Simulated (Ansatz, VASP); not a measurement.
## Ru4N: VASP beside Ansatz

```
Ru N
1.0
     2.67406    0.00000    0.00000
    -1.33703    2.31580    0.00000
     0.00000    0.00000   21.76220
Ru N
4 1
Direct
  0.66667 0.33333 0.18380
  0.33333 0.66667 0.28092
  0.66667 0.33333 0.37763
  0.33333 0.66667 0.47156
  0.66667 0.33333 0.52673
```

Alike in both runs: functional LDA; k mesh 12 × 12 × 1; occupations gaussian, width 0.1 eV; no spin polarisation.

Ansatz relaxed the structure, and its values are those at the end. VASP's run is a single point on that final structure, the one shown.

|  | VASP | Ansatz |
| --- | --- | --- |
| version | VASP 6.6.1 | Ansatz 0.2.0 |
| potentials or method | VASP PAW LDA potentials, release 64 (Ru_pv, N) | scalar-relativistic, plane waves, PAW |
| plane-wave cutoff (eV) | 520 | 420 |
| valence electrons in the cell | 61 | 69 |

Ansatz gave:

- gap on the k mesh at the Fermi level (eV): none
- rms of the force components (eV/Å): 0.726

Estimate VASP's values.

gap on the k mesh at the Fermi level (eV): none; rms of the force components (eV/Å): 0.717.

A gap of «none» marks a metal or a gap that the smearing closes. The two sets of potentials don't hold the same shells in valence. Ansatz warned: «pseudo_functional_mismatch».
